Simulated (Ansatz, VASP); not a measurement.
# Al22Ga24N24O33 (amorphous Al2O3 against GaN(10-10), 6.1 A): VASP beside Ansatz, part 2 of 2

One calculation is typed for both programs; each brings its own data sets. How far apart do they land? Of the first pair: The structure shown is the start of the Ansatz relaxation below; VASP solves that cell, so the two are compared at the walk's first step.

VASP 6.6.1 and Ansatz 0.2.0.

So far: Set-up; Ansatz: relaxation, PBE.

### Step 3. VASP: single point, PBE, start cell, pair 1

Level of this step: PBE; plane waves and PAW (Ga_d, N, Al, O) (VASP).

The same cell, functional, mesh and smearing now go to VASP, with its own data sets.

Lines of VASP's logs that name or quote its potential files are left out, and so is its time.

INCAR reads:

```
SYSTEM = Al22Ga24N24O33
PREC = Accurate
ENCUT = 520
EDIFF = 1E-06
NELM = 120
ISMEAR = -1
SIGMA = 0.025
LREAL = Auto
ALGO = Normal
GGA = PE
NBANDS = 424
LORBIT = 11
LWAVE = .FALSE.
LCHARG = .FALSE.
ISIF = 2
LASPH = .TRUE.
GGA_COMPAT = .FALSE.
EFERMI = MIDGAP
NCORE = 2
```

POSCAR reads:

```
Al22Ga24N24O33
1.0
   10.4600000000      0.0000000000      0.0000000000
    0.0000000000      9.6300000000      0.0000000000
    0.0000000000      0.0000000000     11.5878600000
Ga N Al O
24 24 22 33
Direct
    0.0047323136      0.0101557632      0.4097736769
    0.2501816444      0.0124506750      0.0956000504
    0.9982982792      0.1875908619      0.1632311747
    0.2503632887      0.1774350987      0.3141218482
    0.9982504780      0.3436552440      0.3853084176
    0.2494741874      0.3447663551      0.0693139199
    0.0012332696      0.5149117342      0.1505886333
    0.2523135755      0.5055244029      0.3199123911
    0.0013193117      0.6720041537      0.3941193629
    0.2479732314      0.6848286604      0.0795919177
    0.9991300191      0.8457113188      0.1646378192
    0.2468642447      0.8294496366      0.3250039265
    0.4878107075      0.0151090343      0.3897699834
    0.7419980880      0.0140394600      0.0976021457
    0.5029732314      0.1832087227      0.1508734141
    0.7507265774      0.1797196262      0.3294396032
    0.5002198853      0.3510280374      0.3907882905
    0.7458413002      0.3436760125      0.0801959982
    0.4978393881      0.5132814123      0.1476027498
    0.7463001912      0.5154517134      0.3112740402
    0.4956022945      0.6753894081      0.4066065693
    0.7469216061      0.6886812046      0.0874277045
    0.4999235182      0.8480269990      0.1656733858
    0.7533173996      0.8533748702      0.3323737083
    0.0654493308      0.0177154725      0.1057399727
    0.3043690249      0.0046209761      0.3855069012
    0.0634990440      0.1762409138      0.3215434084
    0.3140152964      0.1838940810      0.1542907836
    0.0619598470      0.3482450675      0.0711434208
    0.3157170172      0.3366458982      0.3934030960
[... 67 atom lines left out ...]
    0.0766347992      0.6861059190      0.5414459615
    0.7340535373      0.2825233645      0.9077258441
    0.6638623327      0.4949532710      0.7752768846
    0.9135468451      0.7055036345      0.7639633202
    0.8215678776      0.0120872274      0.7449520446
    0.9858317400      0.2896469367      0.5456313763
```

KPOINTS reads:

```
Automatic mesh
0
Gamma
1 1 1
0 0 0
```

The projector-augmented-wave data sets are Ga_d, N, Al and O (PBE family, release 64).

Launch:

```
$ mpirun -np 8 vasp_gam
```

Numbers of over 12 decimals in the logs are rounded to 6 here.

The program printed:

```text
[banner, memory and clock lines left out]
running    8 mpi-ranks, on    1 nodes
[...]
LDA part: xc-table for (Slater+PW92), standard interpolation
 POSCAR, INCAR and KPOINTS ok, starting setup
[...]
entering main loop
       N       E                     dE             d eps       ncg     rms          rms(c)
DAV:   1     0.173229991686E+05    0.17323E+05   -0.25559E+05   904   0.286E+03
DAV:   2     0.415931556718E+04   -0.13164E+05   -0.12382E+05   848   0.865E+02
DAV:   3    -0.162674548282E+03   -0.43220E+04   -0.40160E+04  1176   0.346E+02
DAV:   4    -0.754251522647E+03   -0.59158E+03   -0.58198E+03  1128   0.138E+02
[...]
DAV:  19    -0.682722559984E+03   -0.12669E-04   -0.14978E-04  1080   0.378E-02    0.692E-03
DAV:  20    -0.682722561365E+03   -0.13812E-05   -0.15435E-05  1048   0.130E-02    0.441E-03
DAV:  21    -0.682722561529E+03   -0.16384E-06   -0.22497E-06   656   0.136E-02
   1 F= -.68272256E+03 E0= -.68272256E+03  d E =-.469536E-14
```

From OUTCAR (step 3):

```text
  FREE ENERGIE OF THE ION-ELECTRON SYSTEM (eV)
  ---------------------------------------------------
  free  energy   TOTEN  =      -682.7225615289 eV

  energy  without entropy=     -682.7225615289  energy(sigma->0) =     -682.72256153

[... 1 further part left out ...]
```

The run ends at a pressure of -0.88 GPa, with forces up to 0.47 eV/Å.

### Step 4. Differences

Known differences besides the potentials themselves: the cutoff is 420 eV in Ansatz and 520 eV in VASP (PREC = Accurate, projectors in real space). Total energies have different zeros and are not compared.

Forces on 10 of the 103 atoms, those with the largest forces and the largest differences (eV/Å; atoms numbered as in POSCAR):

| atom | Ansatz x, y, z | VASP x, y, z |
| --- | --- | --- |
| Ga5 | -0.013, 0.003, -0.096 | 0.001, 0.004, -0.144 |
| Ga13 | -0.068, 0.102, -0.378 | -0.073, 0.099, -0.382 |
| Ga15 | 0.099, -0.145, -0.357 | 0.099, -0.164, -0.378 |
| Ga23 | 0.188, 0.208, -0.240 | 0.191, 0.218, -0.259 |
| N44 | 0.319, 0.010, -0.343 | 0.320, 0.012, -0.344 |
| N47 | 0.203, 0.009, 0.355 | 0.205, 0.009, 0.368 |
| O72 | 0.057, 0.153, -0.036 | 0.077, 0.140, 0.007 |
| O83 | -0.039, 0.045, -0.309 | -0.026, 0.030, -0.329 |
| O86 | -0.037, -0.176, 0.293 | -0.033, -0.177, 0.303 |
| O94 | 0.100, -0.058, -0.131 | 0.097, -0.042, -0.176 |

The forces differ by 13 meV/Å r.m.s., which is 10.5 % of the r.m.s. force of 0.121 eV/Å (both taken over all components).

### Step 5. Ansatz: relaxation, PBE

This run makes the geometry at which the two programs are then compared.

The structure compared here is the end of the Ansatz relaxation.

input.yaml reads:

```yaml
crystal:
  lattice:
    - [10.46, 0.0, 0.0]
    - [0.0, 9.63, 0.0]
    - [0.0, 0.0, 11.58786]
  atoms:
    - { symbol: Ga, position: [0.00473, 0.01016, 0.40977] }
    - { symbol: "N", position: [0.06545, 0.01772, 0.10574] }
    - { symbol: Ga, position: [0.25018, 0.01245, 0.0956] }
    - { symbol: "N", position: [0.30437, 0.00462, 0.38551] }
    - { symbol: Ga, position: [0.9983, 0.18759, 0.16323] }
    - { symbol: "N", position: [0.0635, 0.17624, 0.32154] }
    - { symbol: Ga, position: [0.25036, 0.17743, 0.31412] }
    - { symbol: "N", position: [0.31402, 0.18389, 0.15429] }
    - { symbol: Ga, position: [0.99825, 0.34366, 0.38531] }
    - { symbol: "N", position: [0.06196, 0.34825, 0.07114] }
    - { symbol: Ga, position: [0.24947, 0.34477, 0.06931] }
    - { symbol: "N", position: [0.31572, 0.33665, 0.3934] }
    - { symbol: Ga, position: [0.00123, 0.51491, 0.15059] }
    - { symbol: "N", position: [0.06351, 0.50897, 0.31333] }
    - { symbol: Ga, position: [0.25231, 0.50552, 0.31991] }
    - { symbol: "N", position: [0.31009, 0.51246, 0.1511] }
    - { symbol: Ga, position: [0.00132, 0.672, 0.39412] }
    - { symbol: "N", position: [0.06168, 0.68451, 0.07615] }
    - { symbol: Ga, position: [0.24797, 0.68483, 0.07959] }
    - { symbol: "N", position: [0.31021, 0.66331, 0.41237] }
    - { symbol: Ga, position: [0.99913, 0.84571, 0.16464] }
    - { symbol: "N", position: [0.05946, 0.8416, 0.32365] }
    - { symbol: Ga, position: [0.24686, 0.82945, 0.325] }
    - { symbol: "N", position: [0.31153, 0.84257, 0.16467] }
    - { symbol: Ga, position: [0.48781, 0.01511, 0.38977] }
    - { symbol: "N", position: [0.56287, 0.01122, 0.09487] }
    - { symbol: Ga, position: [0.742, 0.01404, 0.0976] }
    - { symbol: "N", position: [0.81433, 0.02217, 0.42231] }
    - { symbol: Ga, position: [0.50297, 0.18321, 0.15087] }
    - { symbol: "N", position: [0.56283, 0.18024, 0.32442] }
    - { symbol: Ga, position: [0.75073, 0.17972, 0.32944] }
    - { symbol: "N", position: [0.81058, 0.18467, 0.1666] }
    - { symbol: Ga, position: [0.50022, 0.35103, 0.39079] }
    - { symbol: "N", position: [0.56314, 0.34931, 0.06507] }
    - { symbol: Ga, position: [0.74584, 0.34368, 0.0802] }
    - { symbol: "N", position: [0.80911, 0.35472, 0.3916] }
    - { symbol: Ga, position: [0.49784, 0.51328, 0.1476] }
    - { symbol: "N", position: [0.55901, 0.51687, 0.3138] }
    - { symbol: Ga, position: [0.7463, 0.51545, 0.31127] }
    - { symbol: "N", position: [0.80957, 0.51476, 0.15279] }
    - { symbol: Ga, position: [0.4956, 0.67539, 0.40661] }
    - { symbol: "N", position: [0.5598, 0.68645, 0.08189] }
    - { symbol: Ga, position: [0.74692, 0.68868, 0.08743] }
    - { symbol: "N", position: [0.8149, 0.67515, 0.39066] }
    - { symbol: Ga, position: [0.49992, 0.84803, 0.16567] }
    - { symbol: "N", position: [0.56147, 0.84496, 0.33335] }
    - { symbol: Ga, position: [0.75332, 0.85338, 0.33237] }
    - { symbol: "N", position: [0.81157, 0.84906, 0.17135] }
    - { symbol: Al, position: [0.53653, 0.5852, 0.6915] }
    - { symbol: Al, position: [0.02208, 0.66733, 0.91205] }
    - { symbol: Al, position: [0.82899, 0.14936, 0.85186] }
    - { symbol: Al, position: [0.84002, 0.85965, 0.84753] }
    - { symbol: Al, position: [0.55823, 0.6957, 0.91826] }
    - { symbol: Al, position: [0.82082, 0.34678, 0.55139] }
    - { symbol: Al, position: [0.48007, 0.89055, 0.68006] }
    - { symbol: Al, position: [0.02343, 0.38302, 0.90971] }
    - { symbol: Al, position: [0.03831, 0.02941, 0.9506] }
    - { symbol: Al, position: [0.57761, 0.36788, 0.88412] }
    - { symbol: Al, position: [0.0912, 0.35521, 0.65252] }
    - { symbol: Al, position: [0.01785, 0.80983, 0.64186] }
    - { symbol: Al, position: [0.76708, 0.67761, 0.54274] }
    - { symbol: Al, position: [0.27049, 0.99281, 0.54532] }
    - { symbol: Al, position: [0.32818, 0.18186, 0.81042] }
    - { symbol: Al, position: [0.25719, 0.87454, 0.83244] }
    - { symbol: Al, position: [0.24948, 0.6528, 0.57929] }
    - { symbol: Al, position: [0.76822, 0.01341, 0.58901] }
    - { symbol: Al, position: [0.54874, 0.19688, 0.63278] }
    - { symbol: Al, position: [0.31139, 0.53867, 0.85063] }
    - { symbol: Al, position: [0.3219, 0.32333, 0.55963] }
    - { symbol: Al, position: [0.84182, 0.52723, 0.76809] }
    - { symbol: O, position: [0.36254, 0.57702, 0.69968] }
    - { symbol: O, position: [0.09476, 0.97384, 0.55761] }
    - { symbol: O, position: [0.9716, 0.39686, 0.75308] }
    - { symbol: O, position: [0.81891, 0.51966, 0.60568] }
    - { symbol: O, position: [0.00783, 0.8582, 0.90059] }
    - { symbol: O, position: [0.84653, 0.83561, 0.58571] }
    - { symbol: O, position: [0.90022, 0.52436, 0.92363] }
    - { symbol: O, position: [0.54388, 0.75792, 0.76974] }
    - { symbol: O, position: [0.37619, 0.99229, 0.77185] }
    - { symbol: O, position: [0.49728, 0.24231, 0.78261] }
    - { symbol: O, position: [0.14243, 0.53218, 0.88235] }
    - { symbol: O, position: [0.16395, 0.7912, 0.72645] }
    - { symbol: O, position: [0.8307, 0.01081, 0.95603] }
    - { symbol: O, position: [0.2986, 0.32926, 0.9092] }
    - { symbol: O, position: [0.31458, 0.72981, 0.92024] }
    - { symbol: O, position: [0.38889, 0.13859, 0.56448] }
    - { symbol: O, position: [0.22539, 0.24738, 0.6937] }
    - { symbol: O, position: [0.99235, 0.19034, 0.88426] }
    - { symbol: O, position: [0.49784, 0.3681, 0.56604] }
    - { symbol: O, position: [0.35811, 0.83617, 0.58124] }
    - { symbol: O, position: [0.59415, 0.66469, 0.55655] }
    - { symbol: O, position: [0.21363, 0.03028, 0.91643] }
    - { symbol: O, position: [0.20048, 0.4617, 0.57429] }
    - { symbol: O, position: [0.72719, 0.75288, 0.92655] }
    - { symbol: O, position: [0.72451, 0.21297, 0.61047] }
    - { symbol: O, position: [0.59382, 0.00017, 0.61103] }
    - { symbol: O, position: [0.47643, 0.52659, 0.89813] }
    - { symbol: O, position: [0.07663, 0.68611, 0.54145] }
    - { symbol: O, position: [0.73405, 0.28252, 0.90773] }
    - { symbol: O, position: [0.66386, 0.49495, 0.77528] }
    - { symbol: O, position: [0.91355, 0.7055, 0.76396] }
    - { symbol: O, position: [0.82157, 0.01209, 0.74495] }
    - { symbol: O, position: [0.98583, 0.28965, 0.54563] }
kpoints:
  mp_grid: { grid: [1, 1, 1] }
hamiltonian:
  xc: pbe
scf:
  occupations: { method: fermi_dirac, width: 0.025 }
output:
  forces: true
relax:
  f_tol: 0.08
  max_steps: 90
  cell: { fix: [a, b, alpha, beta, gamma] }
```

Launch:

```
$ ansatz run input.yaml --threads 4 --pin off --max-ram 8192MiB --backend cpu --events-out ev --progress --plain --runs-dir out
```

The program printed:

```text
[...]
Crystal: 103 atoms, lattice volume = 1167.243 Å³
Basis set: ecut = 420 eV, 22853 PW (Γ), exchange–correlation on 144×144×160 points (8 copies of the dense FFT grid, shifted against one another)
Bands: 451, of which v1, the nominal top of the filled ones, is band 348 counted from 1 (347 counted from 0)
Symmetry: 1 space group operations
[...]
k-points: 1
[...]
- { symbol: O, position: [0.093508, 0.978057, 0.560575] }
    - { symbol: O, position: [0.970211, 0.393771, 0.755140] }
    - { symbol: O, position: [0.824367, 0.520573, 0.605996] }
    - { symbol: O, position: [-0.024728, 0.866925, 0.919641] }
    - { symbol: O, position: [0.844572, 0.833929, 0.583588] }
    - { symbol: O, position: [0.908553, 0.535080, 0.920409] }
    - { symbol: O, position: [0.535303, 0.758549, 0.767891] }
[...]
- { symbol: O, position: [0.665747, 0.493288, 0.769695] }
    - { symbol: O, position: [0.909092, 0.712676, 0.763805] }
    - { symbol: O, position: [0.830010, 0.013890, 0.737830] }
    - { symbol: O, position: [0.986206, 0.290818, 0.546415] }
```

### Step 6. VASP: single point, PBE, relaxed cell, pair 2

The same cell, functional, mesh and smearing now go to VASP, with its own data sets.

Changes to INCAR since step 3:

```diff
@@ -2,3 +2,3 @@
 PREC = Accurate
-ENCUT = 520
+ENCUT = 600
 EDIFF = 1E-06
```

POSCAR reads:

```
Al22Ga24N24O33
1.0
   10.4600000000      0.0000000000      0.0000000000
    0.0000000000      9.6300000000      0.0000000000
    0.0000000000      0.0000000000     11.5872790000
Ga N Al O
24 24 22 33
Direct
    0.0057100000      0.0091900000      0.4087600000
    0.2501100000      0.0114700000      0.1001900000
    0.9987900000      0.1877300000      0.1622400000
    0.2510200000      0.1763400000      0.3150700000
    0.0003800000      0.3446000000      0.3855600000
    0.2487700000      0.3433800000      0.0725100000
    0.0038800000      0.5205700000      0.1473800000
    0.2538600000      0.5027000000      0.3185700000
    0.0048600000      0.6747200000      0.3986000000
    0.2556800000      0.6841500000      0.0797200000
    0.0003000000      0.8443200000      0.1597900000
    0.2477600000      0.8286300000      0.3252000000
    0.4909500000      0.0140900000      0.3795700000
    0.7374000000      0.0122400000      0.0947700000
    0.5032000000      0.1834200000      0.1469800000
    0.7541300000      0.1791000000      0.3261200000
    0.5024800000      0.3487000000      0.3904300000
    0.7479300000      0.3422800000      0.0796200000
    0.4993100000      0.5091500000      0.1497300000
    0.7513300000      0.5139800000      0.3081500000
    0.5024700000      0.6726900000      0.4037900000
    0.7422400000      0.6877000000      0.0809400000
    0.5008100000      0.8460500000      0.1679100000
    0.7581200000      0.8518200000      0.3288800000
    0.0661300000      0.0186800000      0.1045500000
    0.3080800000      0.0028700000      0.3877000000
    0.0651200000      0.1761500000      0.3225700000
    0.3156300000      0.1834400000      0.1548500000
    0.0621800000      0.3502800000      0.0716900000
    0.3176900000      0.3348900000      0.3921900000
[... 67 atom lines left out ...]
    0.0837200000      0.6937500000      0.5507500000
    0.7449500000      0.2971400000      0.9068300000
    0.6657500000      0.4932900000      0.7696900000
    0.9090900000      0.7126800000      0.7638100000
    0.8300100000      0.0138900000      0.7378300000
    0.9862100000      0.2908200000      0.5464200000
```

KPOINTS is that of step 3.

Launch:

```
$ mpirun -np 8 vasp_gam
```

The program printed:

```text
[... set-up lines as in an earlier step ...]
 entering main loop
       N       E                     dE             d eps       ncg     rms          rms(c)
DAV:   1     0.185793743911E+05    0.18579E+05   -0.27827E+05   880   0.311E+03
DAV:   2     0.445421126448E+04   -0.14125E+05   -0.13302E+05   848   0.954E+02
DAV:   3    -0.922681057560E+02   -0.45465E+04   -0.42472E+04  1128   0.370E+02
DAV:   4    -0.745504495248E+03   -0.65324E+03   -0.64056E+03  1112   0.145E+02
[...]
DAV:  18    -0.683118959457E+03   -0.10274E-04   -0.12493E-04  1016   0.405E-02    0.101E-02
DAV:  19    -0.683118961638E+03   -0.21812E-05   -0.31018E-05  1008   0.251E-02    0.817E-03
DAV:  20    -0.683118962085E+03   -0.44696E-06   -0.74041E-06   696   0.177E-02
   1 F= -.68311896E+03 E0= -.68311896E+03  d E =-.839146E-14
```

OUTCAR, selected parts (step 6):

```text
  FREE ENERGIE OF THE ION-ELECTRON SYSTEM (eV)
  ---------------------------------------------------
  free  energy   TOTEN  =      -683.1189620853 eV

  energy  without entropy=     -683.1189620853  energy(sigma->0) =     -683.11896209

[... 1 part as in an earlier step ...]
```

The run ends at a pressure of -0.99 GPa, with forces up to 0.072 eV/Å.

### Step 7. Comparison

What differs besides the data sets and the points named for the pairs above, as far as they apply: the cutoff is 420 eV in Ansatz and 600 eV in VASP (PREC = Accurate, projectors in real space). Total energies have different zeros and are not compared.

The two programs side by side:

| quantity | Ansatz | VASP | difference |
| --- | --- | --- | --- |
| pressure (GPa) | -0.80 | -0.99 | +0.19 |
| gap on the k mesh (eV) | 1.699 | 1.683 | +0.015 |

At this near-relaxed geometry the largest component of a force difference is 47 meV/Å. A gap on the mesh is an upper bound, since the band edges may lie between its points.

### Step 8. What came out

```yaml
r_m_s_force_difference_single_point_pbe_start_cell_pair_1: 13 meV/Å
r_m_s_force_difference_single_point_pbe_relaxed_cell_pair_2: 12 meV/Å
```

**Reading.** The r.m.s. force difference is 13 meV/Å (single point, PBE, start cell, pair 1), beyond the 12 meV/Å picked in this series as the mark of a large difference. What causes the difference of the single point, PBE, start cell, pair 1 pair stays open here. What causes the difference of the single point, PBE, relaxed cell, pair 2 pair stays open here. Such differences can come from data sets, numerical settings and the points named under the comparisons, not from the functional's error against experiment.

[Lines on the potential files, build, host, timing and source positions are cut from VASP's logs without a mark.]

[Logs are printed without paths, hosts, clocks, repeated set-up lines and the standing remarks that a program may print on its own settings, such as how far it seeks lower states.]

[Hosts, paths, dates, database ids (printed as entryN), source tags and the programs' standing remarks are cut or masked in the printed files.]
